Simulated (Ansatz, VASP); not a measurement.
# ScB in two plane-wave programs, part 2 of 2

Wanted: the spread between two codes on one cell, functional and k mesh. The cell is generated by rule, not measured, and may not be a known phase. The cell is taken from a series of runs on this material, whose earlier steps may have relaxed, scaled, displaced or heated it; both programs get it as it stands.

VASP 6.6.1 and Ansatz 0.2.0.

So far: The structure; VASP: relaxation of cell and atoms, LDA, pair 1; Ansatz: relaxation of cell and atoms, LDA, pair 1; Differences.

## Step 5: VASP: relaxation of cell and atoms, LDA, pair 2

Level of this step: LDA; plane waves and PAW (Sc_sv, B); invented cell (VASP).

The relaxed volume is the usual yardstick between codes: in a stiff, nearly cubic crystal its relative difference is about their pressure difference at one cell divided by the bulk modulus.

Contents of INCAR:

```
SYSTEM = ScB
PREC = Accurate
ENCUT = 500
EDIFF = 1E-07
NELM = 120
ISMEAR = 0
SIGMA = 0.1
LREAL = .FALSE.
ALGO = Normal
GGA = CA
NBANDS = 13
LASPH = .TRUE.
LORBIT = 11
LWAVE = .FALSE.
LCHARG = .FALSE.
ISIF = 3
IBRION = 2
NSW = 80
EDIFFG = -0.005
GGA_COMPAT = .FALSE.
NELMIN = 4
KPAR = 2
```

Contents of POSCAR:

```
ScB
1.0
    2.9036920000      0.0000000000      0.0000000000
    0.0000000000      2.9036920000      0.0000000000
    0.0000000000      0.0000000000      2.9036920000
Sc B
1 1
Direct
    0.5000000000      0.5000000000      0.5000000000
    0.0000000000      0.0000000000      0.0000000000
```

Contents of KPOINTS:

```
Automatic mesh
0
Gamma
12 12 12
0 0 0
```

Potentials, in the order of the species: Sc_sv and B (LDA family, release 64).

Started as:

```console
$ mpirun -np 2 vasp_std
```

Numbers of over 12 decimals in the logs are rounded to 6 here.

The log of the run:

```text
[... set-up lines as in an earlier step ...]
 entering main loop
       N       E                     dE             d eps       ncg     rms          rms(c)
DAV:   1     0.118240582558E+03    0.11824E+03   -0.75809E+03  2240   0.121E+03
DAV:   2    -0.122871344999E+02   -0.13053E+03   -0.12678E+03  2285   0.367E+02
DAV:   3    -0.161875742313E+02   -0.39004E+01   -0.37990E+01  3452   0.770E+01
DAV:   4    -0.162331914445E+02   -0.45617E-01   -0.45549E-01  2715   0.607E+00
[...]
DAV:  11    -0.142581742274E+02    0.23564E-05   -0.81642E-06  3237   0.529E-02    0.907E-03
DAV:  12    -0.142581737298E+02    0.49752E-06   -0.10625E-06  3393   0.741E-03    0.280E-03
DAV:  13    -0.142581737015E+02    0.28293E-07   -0.55816E-08  1092   0.389E-03
   1 F= -.14258174E+02 E0= -.14257186E+02  d E =-.142582E+02
[...]
N       E                     dE             d eps       ncg     rms          rms(c)
DAV:   1    -0.142612113114E+02   -0.30376E-02   -0.80705E-02  2184   0.467E+00    0.463E-01
[...]
DAV:   4    -0.142582664213E+02    0.65885E-04   -0.21719E-04  3288   0.179E-01    0.287E-02
DAV:   5    -0.142582663272E+02    0.94133E-07   -0.46620E-06  3083   0.227E-02    0.460E-03
DAV:   6    -0.142582656273E+02    0.69995E-06   -0.17299E-06  3352   0.923E-03    0.297E-04
DAV:   7    -0.142582656294E+02   -0.21701E-08   -0.21219E-08  1097   0.121E-03
   2 F= -.14258266E+02 E0= -.14257239E+02  d E =-.919279E-04
 trial-energy change:   -0.000092  1 .order   -0.000090   -0.000381    0.000200
 step:   0.6593(harm=  0.6554)  dis= 0.00000  next Energy=   -14.258300 (dE=-0.126E-03)
[...]
N       E                     dE             d eps       ncg     rms          rms(c)
DAV:   1    -0.142586406033E+02   -0.37498E-03   -0.93285E-03  2184   0.159E+00    0.157E-01
DAV:   2    -0.142583370561E+02    0.30355E-03   -0.73057E-04  2941   0.528E-01    0.353E-02
DAV:   3    -0.142583075200E+02    0.29536E-04   -0.38069E-05  2616   0.514E-02    0.181E-02
DAV:   4    -0.142582999419E+02    0.75781E-05   -0.24658E-05  3293   0.600E-02    0.971E-03
DAV:   5    -0.142582999280E+02    0.13833E-07   -0.51812E-07  3035   0.756E-03
   3 F= -.14258300E+02 E0= -.14257288E+02  d E =-.126226E-03
[...]
reached required accuracy - stopping structural energy minimisation
```

From OUTCAR (step 5):

```text
  Total       -0.0006377     -0.0006377     -0.0006377      0.0000000      0.0000000     -0.0000000
  in kB       -0.0415876     -0.0415876     -0.0415876      0.0000000      0.0000000     -0.0000000
  external PRESSURE =      -0.0415876 kB  Pullay stress =       0.0000000 kB

 POSITION                                       TOTAL-FORCE (eV/Angst)
 -----------------------------------------------------------------------------------
      1.45352      1.45352      1.45352         0.000000      0.000000      0.000000
      0.00000      0.00000      0.00000        -0.000000     -0.000000      0.000000
 -----------------------------------------------------------------------------------
    total drift:                                0.000000     -0.000000     -0.000000

  FREE ENERGIE OF THE ION-ELECTRON SYSTEM (eV)
  ---------------------------------------------------
  free  energy   TOTEN  =       -14.2582999280 eV

  energy  without entropy=      -14.2562765904  energy(sigma->0) =      -14.25728826

[... 2 parts as in an earlier step ...]

[... 2 further parts left out ...]
[key lines of the parts left out:]
E-fermi :   6.0662
```

## Step 6: Ansatz: relaxation of cell and atoms, LDA, pair 2

The same cell, functional (in two slightly different forms), mesh and smearing now go to Ansatz, which takes its cutoff from its data sets.

The cell is taken from a series of runs on this material, whose earlier steps may have relaxed, scaled, displaced or heated it; both programs get it as it stands.

Contents of input.yaml:

```yaml
crystal:
  lattice:
    - [2.9036919035, 0.0, 0.0]
    - [0.0, 2.9036919035, 0.0]
    - [0.0, 0.0, 2.9036919035]
  atoms:
    - { symbol: Sc, position: [0.5, 0.5, 0.5] }
    - { symbol: B, position: [0.0, 0.0, 0.0] }
kpoints:
  mp_grid: { grid: [12, 12, 12] }
hamiltonian:
  xc: lda
scf:
  occupations: { method: gaussian, width: 0.1 }
output:
  forces: true
  stress: true
  eigenvalues: true
  write_density: true
  write_potential: true
  elf: true
  volumetric_format: npy
relax:
  adjacent_minimum: "off"
  f_tol: 0.005
  max_steps: 80
  cell: { stress_tol: 0.05 }
```

Started as:

```console
$ ansatz run input.yaml --threads 8 --pin off --max-ram 14336MiB --backend cpu --events-out ev --progress --plain --runs-dir out
```

The log of the run:

```text
[...]
Crystal: 2 atoms, lattice volume = 24.482 Å³
Basis set: ecut = 420 eV, 461 PW (Γ)
Bands: 11, of which v1, the nominal top of the filled ones, is band 7 counted from 1 (6 counted from 0)
Symmetry: 48 space group operations
[...]
k-points: 84 of 1728
[...]
k-point 83: bands = [... 3 lower, -14.9670, 8.5688, 8.5688, 8.5688, 10.3921, 18.2714, 18.2714, 20.1139]
--- Relaxed structure (2 steps of the walk, 2 accepted, 1 SCFs on fresh bases) ---
[...]
cell:  # Å, volume = 24.4662 Å³
    - [2.903058, 0, 0]
    - [0.0, 2.903058, 0.0]
    - [0, 0.0, 2.903058]
  atoms:
    - { symbol: Sc, position: [0.5, 0.5, 0.5] }
    - { symbol: B, position: [0, 0, 0] }
[key lines of the parts left out:]
SCF converged after 7 iterations
Free energy (F): -2238.871848 eV
Fermi energy:    12.500570 eV
P = ⅓ Tr σ = 0.0207 GPa (0.207 kbar)
```

## Step 7: Comparison

Both answers:

```
                                         quantity  Ansatz   VASP  difference
                                      volume (Å³)   24.47  24.57     -0.41 %
edge a after relaxation, in the typed setting (Å)   2.903  2.907     -0.13 %
```

## Step 8: VASP: zone-centre phonons, LDA

Second derivatives magnify differences that forces hide, and they need a tight electronic threshold.

Contents of INCAR:

```
SYSTEM = ScB
PREC = Accurate
ENCUT = 500
EDIFF = 1E-08
NELM = 120
ISMEAR = 1
SIGMA = 0.15
LREAL = .FALSE.
ALGO = Normal
GGA = CA
NBANDS = 13
LASPH = .TRUE.
LORBIT = 11
LWAVE = .FALSE.
LCHARG = .FALSE.
ISIF = 2
IBRION = 8
GGA_COMPAT = .FALSE.
KPAR = 2
```

Contents of POSCAR:

```
ScB
1.0
    2.9030576040      0.0000000000      0.0000000000
    0.0000000000      2.9030576040      0.0000000000
    0.0000000000      0.0000000000      2.9030576040
Sc B
1 1
Direct
    0.5000000000      0.5000000000      0.5000000000
    0.0000000000      0.0000000000      0.0000000000
```

KPOINTS is that of step 5.

Started as:

```console
$ mpirun -np 2 vasp_std
```

The log of the run:

```text
[... set-up lines as in an earlier step ...]
 entering main loop
       N       E                     dE             d eps       ncg     rms          rms(c)
DAV:   1     0.120620141698E+03    0.12062E+03   -0.74555E+03  2208   0.120E+03
DAV:   2    -0.122424773183E+02   -0.13286E+03   -0.12909E+03  2258   0.366E+02
DAV:   3    -0.161853643017E+02   -0.39429E+01   -0.38263E+01  3501   0.780E+01
DAV:   4    -0.162298308487E+02   -0.44467E-01   -0.44315E-01  2690   0.599E+00
[...]
DAV:  12    -0.142568905094E+02    0.50094E-06   -0.11028E-06  3451   0.815E-03    0.300E-03
DAV:  13    -0.142568904799E+02    0.29510E-07   -0.95798E-08  3328   0.409E-03    0.334E-04
DAV:  14    -0.142568904789E+02    0.10214E-08   -0.36060E-09  1092   0.116E-03
   1 F= -.14256890E+02 E0= -.14256964E+02  d E =0.219187E-03
 Linear response reoptimize wavefunctions to high precision
DAV:   1    -0.142568904790E+02   -0.44338E-10   -0.48214E-10  1338   0.422E-04
 Linear response DOF=           2
 Linear response progress:
  Degree of freedom:   1/  2
[...]
RMM:  16    -0.719699825243E+00    0.18355E-07    0.12400E-09  8562   0.170E-05    0.150E-07
RMM:  17    -0.719699826706E+00   -0.14629E-08    0.29473E-09  7817   0.110E-05    0.151E-07
 first order change of Fermi-energy   0.19498E-03
 force on displaced ion       1 direction 1 :  -4.213  -0.000   0.000
 Linear response progress:
  Degree of freedom:   2/  2
       N       E                     dE             d eps       ncg     rms          rms(c)
RMM:   1    -0.383042813952E-01   -0.38304E-01   -0.88141E-03 10837   0.208E+00
RMM:   2    -0.373281061075E-01    0.97618E-03   -0.10415E-03  8064   0.375E-01    0.110E-01
RMM:   3    -0.374644038362E-01   -0.13630E-03   -0.32508E-04  8882   0.133E-01    0.486E-02
RMM:   4    -0.379064080726E-01   -0.44200E-03   -0.16210E-04  8847   0.104E-01    0.817E-03
RMM:   5    -0.379148432345E-01   -0.84352E-05   -0.36768E-06  9131   0.260E-02    0.297E-03
RMM:   6    -0.379181722276E-01   -0.33290E-05   -0.25863E-07  9801   0.410E-03    0.397E-04
RMM:   7    -0.379147385825E-01    0.34336E-05   -0.17030E-08  9191   0.133E-03    0.683E-05
RMM:   8    -0.379147447735E-01   -0.61910E-08   -0.13528E-09  9492   0.289E-04    0.323E-05
 first order change of Fermi-energy  -0.58940E-04
 force on displaced ion       2 direction 1 :  -4.210  -0.000   0.000
 Linear response finished
```

OUTCAR, selected parts (step 8):

```text
  Total        0.0848073      0.0848073      0.0848073     -0.0000000      0.0000000     -0.0000000
  in kB        5.5536277      5.5536277      5.5536277     -0.0000000      0.0000000     -0.0000000
  external PRESSURE =       5.5536277 kB  Pullay stress =       0.0000000 kB

 POSITION                                       TOTAL-FORCE (eV/Angst)
 -----------------------------------------------------------------------------------
      1.45153      1.45153      1.45153         0.000000      0.000000      0.000000
      0.00000      0.00000      0.00000         0.000000      0.000000      0.000000
 -----------------------------------------------------------------------------------
    total drift:                                0.000000     -0.000000     -0.000000

[... 1 part as in an earlier step ...]

[... 1 further part left out ...]
```

## Step 9: Ansatz: zone-centre phonons, LDA

The same cell, functional (in two slightly different forms), mesh and smearing now go to Ansatz.

The cell is taken from a series of runs on this material, whose earlier steps may have relaxed, scaled, displaced or heated it; both programs get it as it stands.

Contents of input.yaml:

```yaml
crystal:
  lattice:
    - [2.903057604, 0.0, 0.0]
    - [0.0, 2.903057604, 0.0]
    - [0.0, 0.0, 2.903057604]
  atoms:
    - { symbol: Sc, position: [0.5, 0.5, 0.5] }
    - { symbol: B, position: [0.0, 0.0, 0.0] }
kpoints:
  mp_grid: { grid: [12, 12, 12] }
hamiltonian:
  xc: lda
scf:
  occupations: { method: methfessel_paxton, width: 0.15 }
output:
  eigenvalues: true
phonons:
  method: dfpt
  qmesh: [2, 2, 2]
  temperatures: { t_max: 1000, t_step: 50 }
  qpath:
    path:
      - [[0.0, 0.0, 0.0], [0.0, 0.5, 0.0], [0.5, 0.5, 0.0], [0.0, 0.0, 0.0], [0.5, 0.5, 0.5], [0.0, 0.5, 0.0]]
      - [[0.5, 0.5, 0.5], [0.5, 0.5, 0.0]]
    npoints: 10
basis:
  ecutwfc: 360
```

Started as:

```console
$ ansatz run input.yaml --threads 8 --pin off --max-ram 14336MiB --backend cpu --events-out ev --progress --plain --runs-dir out
```

The log of the run:

```text
Warning: basis.ecutwfc = 360 eV is below the records' recommended 420 eV, and the density's cutoff is lower with it unless basis.ecutrho_ratio is high enough to keep the records' density cutoff: compare with a run at a higher cutoff
[...]
Crystal: 2 atoms, lattice volume = 24.466 Å³
Basis set: ecut = 360 eV, 389 PW (Γ), exchange–correlation on 36×36×36 points (8 copies of the dense FFT grid, shifted against one another)
[...]
largest difference from the sums on the solved wave vectors: F 3.65e-2 eV, S 6.88e-5 and C_V 3.23e-5 eV/K
  zero-point energy: 0.115304 eV/cell   skipped modes (ω ≤ 0): 3   left out of the sums: 4.70e-5 of the cell's modes: C_V's classical limit lies that fraction below 3 k_B per atom; for a crystal, a wire or a layer, F and S can be off by more, and a phonons.interpolated_qmesh denser along its periods is the remedy for the sampling
[key lines of the parts left out:]
SCF converged after 7 iterations
Free energy (F): -2238.861210 eV
Fermi energy:    12.498810 eV
```

## Step 10: Comparison

What differs besides the data sets and the points named for the pairs above, as far as they apply: VASP's run holds the zone centre alone; the cutoff is 360 eV in Ansatz and 500 eV in VASP; Ansatz's log warns that its cutoff lies below the recommended one. Total energies have different zeros and are not compared.

Both answers:

```csv
quantity,Ansatz,VASP,difference
optical mode 1 to 3 (cm⁻¹),359.0,362.5,-0.96 %
```

Modes are paired by rising frequency, not by their patterns, so a pair may set unlike modes beside each other; they are those without the splitting of longitudinal modes.

## Step 11: Outcome

```
difference in volume (relaxation of cell and atoms, LDA, pair 1)                                                  : -0.40 %
difference in volume (relaxation of cell and atoms, LDA, pair 2)                                                  : -0.41 %
r.m.s. difference of the optical zone-centre modes, each program's sorted by frequency (zone-centre phonons, LDA) : 3.5 cm⁻¹
difference in optical mode 1 to 3 (zone-centre phonons, LDA)                                                      : -1.0 %
```

**Reading.** The difference in volume is -0.41 % (relaxation of cell and atoms, LDA, pair 2), within the 1.2 % picked in this series as the mark of a large difference, as far as the stopping tolerances let one tell. Among the rows given in per cent, the largest difference of the zone-centre phonons, LDA pair is in optical mode 1 to 3, -1.0 %. 2 further runs of this series are not shown here. How closely two codes agree says nothing of how well the functional describes the real material.

[Lines on the potential files, build, host, timing and source positions are cut from VASP's logs without a mark.]

[Logs are printed without paths, hosts, clocks, repeated set-up lines and the standing remarks that a program may print on its own settings, such as how far it seeks lower states.]

[Hosts, paths, dates, database ids (printed as entryN), source tags and the programs' standing remarks are cut or masked in the printed files.]
